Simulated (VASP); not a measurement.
Output of a VASP run:

### OSZICAR
```
       N       E                     dE             d eps       ncg     rms          rms(c)
DAV:   1     0.302891066646E+03    0.30289E+03   -0.16594E+04  5140   0.159E+03
DAV:   2    -0.169205679547E+02   -0.31981E+03   -0.31659E+03  5555   0.455E+02
DAV:   3    -0.247733129812E+02   -0.78527E+01   -0.77051E+01  6007   0.823E+01
DAV:   4    -0.248454394328E+02   -0.72126E-01   -0.71906E-01  5607   0.787E+00
DAV:   5    -0.248461442551E+02   -0.70482E-03   -0.70469E-03  5678   0.701E-01    0.237E+01
DAV:   6    -0.235723128421E+02    0.12738E+01   -0.27459E+00  5379   0.168E+01    0.828E+00
DAV:   7    -0.233895168967E+02    0.18280E+00   -0.60265E-01  5700   0.707E+00    0.106E+00
DAV:   8    -0.233762184681E+02    0.13298E-01   -0.19396E-02  5203   0.163E+00    0.167E-01
DAV:   9    -0.233762550085E+02   -0.36540E-04   -0.36771E-04  5666   0.192E-01    0.326E-02
DAV:  10    -0.233762660890E+02   -0.11081E-04   -0.19663E-05  5255   0.439E-02    0.262E-03
DAV:  11    -0.233762659376E+02    0.15145E-06   -0.55554E-07  2877   0.750E-03
   1 F= -.20113333E+02 E0= -.20113019E+02  d E =-.201133E+02
       N       E                     dE             d eps       ncg     rms          rms(c)
DAV:   1    -0.233820652990E+02   -0.57992E-02   -0.13713E-01  5110   0.327E+00    0.341E-01
DAV:   2    -0.233795393640E+02    0.25259E-02   -0.43641E-03  5342   0.627E-01    0.131E-01
DAV:   3    -0.233790417480E+02    0.49762E-03   -0.16949E-03  5682   0.305E-01    0.323E-02
DAV:   4    -0.233790455285E+02   -0.37805E-05   -0.40170E-05  5217   0.671E-02    0.607E-03
DAV:   5    -0.233790457179E+02   -0.18939E-06   -0.20230E-06  3329   0.115E-02
   2 F= -.20113342E+02 E0= -.20113031E+02  d E =-.906608E-05
       N       E                     dE             d eps       ncg     rms          rms(c)
DAV:   1    -0.233785109519E+02    0.53458E-03   -0.32578E-02  5110   0.159E+00    0.166E-01
DAV:   2    -0.233779138566E+02    0.59710E-03   -0.10327E-03  5351   0.307E-01    0.640E-02
DAV:   3    -0.233777946769E+02    0.11918E-03   -0.40045E-04  5679   0.149E-01    0.156E-02
DAV:   4    -0.233777952212E+02   -0.54429E-06   -0.97094E-06  5195   0.331E-02
   3 F= -.20113440E+02 E0= -.20113131E+02  d E =-.107315E-03
```

File OUTCAR:
```
------------------------ aborting loop because EDIFF is reached ----------------------------------------
  FORCE on cell =-STRESS in cart. coord.  units (eV):
  Direction    XX          YY          ZZ          XY          YZ          ZX
  --------------------------------------------------------------------------------------
  Total        3.2438106      3.2438118      3.2350337      0.0000000      0.0000000      0.0000000
  in kB      198.7412888    198.7413602    198.2035471      0.0000000      0.0000000      0.0000000
  external PRESSURE =      -1.4379346 kB  Pullay stress =     200.0000000 kB
  volume of cell :       26.15
      direct lattice vectors                 reciprocal lattice vectors
     1.331935117 -2.306979709 -0.000000000     0.375393661 -0.216733592 -0.000000000
     1.331935117  2.306979709 -0.000000000     0.375393661  0.216733592  0.000000000
     0.000000000 -0.000000000  4.255211313     0.000000000  0.000000000  0.235005955
 POSITION                                       TOTAL-FORCE (eV/Angst)
 -----------------------------------------------------------------------------------
      1.33194      0.76899      1.06380        -0.000000      0.000000      0.000000
      1.33194     -0.76899      3.19141         0.000000     -0.000000      0.000000
 -----------------------------------------------------------------------------------
    total drift:                               -0.000020      0.000579     -0.000043
  FREE ENERGIE OF THE ION-ELECTRON SYSTEM (eV)
  ---------------------------------------------------
  free  energy   TOTEN  =       -23.3777952212 eV

  energy  without entropy=      -23.3768675826  energy(sigma->0) =      -23.37748601
  enthalpy is  TOTEN    =       -20.1134402009 eV   P V=        3.2643550203

 reached required accuracy - stopping structural energy minimisation
```
(Selected blocks of OUTCAR.)

**POSCAR**
```
Tc
1
    1.3326063682    -2.3081423202    -0.0000000000
    1.3326063682     2.3081423202    -0.0000000000
   -0.0000000000    -0.0000000000     4.2490739142
Tc
2
Direct
  0.3333330000   0.6666670000   0.2500000000
  0.6666670000   0.3333330000   0.7500000000
```

**Question.** Write an INCAR and KPOINTS that could have produced this output.

**Answer.** Several could match; the one computed here: the input of the run itself, LDA (Ceperley-Alder, Perdew-Zunger), plane waves, VASP's LDA PAW potentials (set 64).

INCAR:
```
! general
SYSTEM   =  Tc
PREC     =  Accurate
ENCUT    =  500   ! plane-wave cut-off (eV)
LREAL    =  .FALSE.   ! projection in real space or not
LASPH    =  .TRUE.   ! aspherical one-centre terms

! electronic loop
EDIFF    =  1E-6   ! SCF stop (eV)
NELM     =  100   ! most electronic steps
ALGO     =  Normal   ! blocked Davidson
LMAXMIX  =  4

! smearing
ISMEAR   =  1
SIGMA    =  0.1

! ions
IBRION   =  2   ! conjugate gradients
NSW      =  40
ISIF     =  3   ! ions, shape and volume
EDIFFG   =  -0.02
PSTRESS  =  200   ! kbar

! output
LWAVE    =  .FALSE.
LCHARG   =  .FALSE.
```

KPOINTS:
```
Regular mesh
0
G
  16 16 9
0 0 0
```

POTCAR, in this order: Tc_pv (LDA.64 set). Program: vasp_std.

The compound is Tc in the hcp structure. This run relaxes it under an external pressure of 20 GPa. Symmetry was kept, so distortions that lower it aren't found.
